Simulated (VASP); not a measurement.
Input:

```
CELL_PARAMETERS angstrom
      0.00000     2.51483     2.51483
      2.51483     0.00000     2.51483
      2.51483     2.51483     0.00000
ATOMIC_POSITIONS crystal
  Zr 0.00000 0.00000 0.00000
  O  0.25000 0.25000 0.25000
  O  0.75000 0.75000 0.75000
```

All values below come from LDA (Ceperley-Alder, Perdew-Zunger), VASP's LDA PAW potentials (set 64) (plane waves; VASP). Settings: 620 eV cut-off, 8×8×8 Γ-centred mesh, Gaussian smearing of 0.050 eV, potentials Zr_sv O.

Question: The ions, cell shape and volume at an external pressure of 5.0 GPa are relaxed. Which structure does the run end with?

Answer: 
```
CELL_PARAMETERS angstrom
      0.00000     2.50006     2.50006
      2.50006     0.00000     2.50006
      2.50006     2.50006     0.00000
ATOMIC_POSITIONS crystal
  Zr 0.00000 0.00000 0.00000
  O  0.25000 0.25000 0.25000
  O  0.75000 0.75000 0.75000
```
Space group Fm-3m (225), at a tolerance of 0.03 Å.

Question: How do energy and volume change from the first to the last step?

Answer: The energy (σ→0) changes by +2.8 meV/atom and the volume by -1.8 %, in 3 ionic steps.

The compound is ZrO2 in the fluorite structure, the high-temperature cubic form, which is unstable at 0 K; the monoclinic form is the stable one. This run relaxes it under an external pressure of 5 GPa. Symmetry was kept, so distortions that lower it aren't found.
